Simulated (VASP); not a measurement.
An input for Ansatz (written as the equivalent of a VASP run, and not itself run):

Ansatz 0.2 input:
```yaml
crystal:
  lattice:
    - [1.6388664, -2.8386003, 0.0000000]
    - [1.6388664, 2.8386003, 0.0000000]
    - [0.0000000, 0.0000000, 12.7061069]
  atoms:
    - { symbol: Mo, position: [0.3333330, 0.6666670, 0.2500000] }
    - { symbol: Mo, position: [0.6666670, 0.3333330, 0.7500000] }
    - { symbol: Se, position: [0.3333330, 0.6666670, 0.8819872] }
    - { symbol: Se, position: [0.6666670, 0.3333330, 0.3819872] }
    - { symbol: Se, position: [0.6666670, 0.3333330, 0.1180128] }
    - { symbol: Se, position: [0.3333330, 0.6666670, 0.6180128] }
kpoints:
  mp_grid: { grid: [7, 7, 2] }
hamiltonian:
  xc: pbe
  dispersion: d3bj
  pseudopotentials: { kind: paw }
scf:
  occupations: { method: gaussian, width: 0.05 }
  max_iter: 100
relax:
  max_steps: 60
  f_tol: 0.02
  cell: {}
output: { forces: true, stress: true, eigenvalues: true }
```

Problem. Translate this input to VASP (INCAR, KPOINTS, POSCAR, choice of POTCAR).

Solution. This is not unique; one that fits is 
### POSCAR
```
MoSe2
1
    1.6388663917    -2.8386002740    -0.0000000000
    1.6388663917     2.8386002740    -0.0000000000
   -0.0000000000    -0.0000000000    12.7061068654
Mo Se
2 4
Direct
  0.3333330000   0.6666670000   0.2500000000
  0.6666670000   0.3333330000   0.7500000000
  0.3333330000   0.6666670000   0.8819872043
  0.6666670000   0.3333330000   0.3819872043
  0.6666670000   0.3333330000   0.1180127957
  0.3333330000   0.6666670000   0.6180127957
```

**KPOINTS**
```
Automatic mesh
0
Gamma
7 7 2
0 0 0
```

**INCAR**
```
SYSTEM = MoSe2
PREC = Accurate
ENCUT = 520
EDIFF = 1E-6
NELM = 100
ALGO = Normal
LREAL = .FALSE.
LASPH = .TRUE.
ISMEAR = 0
SIGMA = 0.05
GGA = PE
IVDW = 12
LMAXMIX = 4
LWAVE = .FALSE.
LCHARG = .FALSE.
IBRION = 2
ISIF = 3
NSW = 60
EDIFFG = -0.02
```

POTCAR, in this order: Mo_sv Se (PBE.64 set). Program: vasp_std.

The two are equivalent in intent, not identical: each code has its own PAW files, so the cut-off isn't converted (ENCUT is set for VASP's; basis.ecutwfc is left out, and Ansatz then takes the one that its files recommend); Ansatz stops its SCF on the density residual and VASP on the energy change (EDIFF).

The compound is MoSe2 in the 2H layered structure. This run relaxes it. Symmetry was kept, so distortions that lower it aren't found. The start is the result of an earlier pass.
